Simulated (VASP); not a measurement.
A run of VASP 6.6.1 is set up as follows.

INCAR

```
SYSTEM = Pt
PREC = Accurate
ENCUT = 520
EDIFF = 1E-7
ISMEAR = 0
SIGMA = 0.1
LREAL = .False.
LASPH = .True.
NELM = 120
ALGO = Fast
ISIF = 3
LWAVE = .False.
LCHARG = .False.
ISPIN = 2
MAGMOM = 1
LORBIT = 11
LMAXMIX = 4
GGA = PE
IBRION = 2
NSW = 80
EDIFFG = -0.002
```

File KPOINTS:

```
Automatic mesh
0
Gamma
  18 18 18
  0 0 0
```

The input POSCAR:

```
Pt
1.0
    0.0000000000      1.9609000000      1.9609000000
    1.9609000000      0.0000000000      1.9609000000
    1.9609000000      1.9609000000      0.0000000000
Pt
1
Direct
    0.0000000000      0.0000000000      0.0000000000
```

Potentials or basis: VASP PAW PBE potentials, release 64 (Pt).

Launch:

```bash
$ cat potpaw_PBE.64/Pt/POTCAR > POTCAR
$ mpirun -np 1 vasp_std > vasp.out
```

Q: Predict the space group after relaxing (to 0.05 Å).

A: Fm-3m (No. 225).

Q: What does it give for the net moment?

A: 0.00 μB per cell.

Step by step:
```tsv
step	energy change (eV)	largest force (eV/Å)	pressure (GPa)	volume (Å³)
1	0.0000	0.0000	9.52	15.08
2	0.0772	0.0000	-17.71	17.12
3	-0.0152	0.0000	-0.29	15.63
4	-0.0152	0.0000	-0.03	15.62
5	-0.0152	0.0000	0.14	15.60
6	-0.0152	0.0000	0.14	15.60
7	-0.0152	0.0000	0.11	15.61
8	-0.0152	0.0000	0.12	15.61
9	-0.0152	0.0000	0.12	15.61
10	-0.0152	0.0000	0.12	15.61
11	-0.0152	0.0000	0.11	15.61
12	-0.0152	0.0000	0.11	15.61
13	-0.0152	0.0000	0.09	15.61
14	-0.0152	0.0000	0.07	15.61
15	-0.0152	0.0000	0.04	15.61
16	-0.0152	0.0000	-0.05	15.62
17	-0.0152	0.0000	0.00	15.61
```

Spin-orbit coupling is left out, which matters for the levels of Pt. Zero-point motion and thermal expansion aren't in these numbers.
